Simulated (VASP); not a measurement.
Here is the system:

```
GeSi3
1.0
   -0.00096     5.48879     5.48428
    5.48879    -0.00096     5.48428
    2.74391     2.74391     0.00000
Si Ge
6 2
Direct
  0.00004   0.00004   0.99992
  0.12496   0.12496   0.25008
  0.00409   0.49850   0.99741
  0.12091   0.62650   0.25259
  0.49850   0.00409   0.99741
  0.62650   0.12091   0.25259
  0.49699   0.49699   0.00602
  0.62801   0.62801   0.24398
```

Calculation: PBEsol GGA, VASP's PBE PAW potentials (set 64) (plane waves; VASP). Run with 400 eV cut-off, Gaussian smearing of 0.050 eV, potentials Si Ge_d.

### Question
What does the run give for the band gap (along the path) with the smallest direct gap where there is one?

### Answer

* **band gap (along the path)**: 0.36 eV
* **smallest direct gap (along the path)**: 0.47 eV

The absolute energy has meaning only against runs of the same code, potentials and settings.

The structure was generated: Ge2Si6 was put into an ordered model structure (Cmcm), which need not be its known phase. It was relaxed first.
